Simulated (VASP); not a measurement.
Here is the system:

```
CELL_PARAMETERS angstrom
      4.61092     0.00000     0.00000
      0.00000     4.61092     0.00000
      0.00000     0.00000     4.61092
ATOMIC_POSITIONS crystal
  Sr 0.00000 0.00000 0.00000
  O  0.50000 0.50000 0.50000
  O  0.00000 0.00000 0.50000
  O  0.00000 0.50000 0.00000
  O  0.50000 0.00000 0.00000
  Mg 0.50000 0.50000 0.00000
  Mg 0.50000 0.00000 0.50000
  Mg 0.00000 0.50000 0.50000
```

The numbers are results of PBE GGA, VASP's PBE PAW potentials (set 64) (plane waves; VASP), not measurements. Run with 500 eV cut-off, 5×5×5 Γ-centred mesh, Gaussian smearing of 0.050 eV, potentials Sr_sv O Mg.

Problem. Estimate the energy per atom (σ→0), band gap (on the k-mesh) with the smallest direct gap where there is one.

Solution. 
The band gap (on the k-mesh) is 1.95 eV and the smallest direct gap (on the k-mesh) is 1.95 eV. The energy per atom (σ→0) is -542.6 kJ/mol of atoms.

Total energies compare only between runs with the same potentials, cut-off and functional.

The structure was generated: Mg3SrO4 was put into an ordered model structure (Pm-3m), which need not be its known phase. It was relaxed first, which changed the volume by +11 %.
